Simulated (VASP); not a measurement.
Data:

```xyz
3
Lattice="1.6167 -2.8002 0.0000 1.6167 2.8002 0.0000 0.0000 0.0000 3.6006" Properties=species:S:1:pos:R:3 pbc="T T T"
Zr     0.1200     0.0500     0.0000
B      1.6167     0.9334     1.8003
B      1.6167    -0.9334     1.8003
```

Method: PBE GGA, VASP's PBE PAW potentials (set 64) (plane waves; VASP). Run with 520 eV cut-off, 8×8×7 Γ-centred mesh, first-order Methfessel-Paxton smearing of 0.10 eV, potentials Zr_sv B.

Question: The ions are relaxed. Predict the relaxed structure.

Answer: 
```xyz
3
Lattice="1.6167 -2.8002 0.0000 1.6167 2.8002 0.0000 0.0000 0.0000 3.6006" Properties=species:S:1:pos:R:3 pbc="T T T"
Zr     0.0398     0.0166     0.0000
B      1.6568     0.9501     1.8003
B      1.6568    -0.9167     1.8003
```
Space group P6/mmm (191), at a tolerance of 0.03 Å.

Question: How much energy does the relaxation gain?

Answer: The energy (σ→0) changes by -30.9 meV/atom, in 7 ionic steps.

The compound is ZrB2 in the AlB2 type structure. In the starting cell atoms are displaced from their ideal sites. This run relaxes the ions in a fixed cell. Symmetry was kept, so distortions that lower it aren't found.
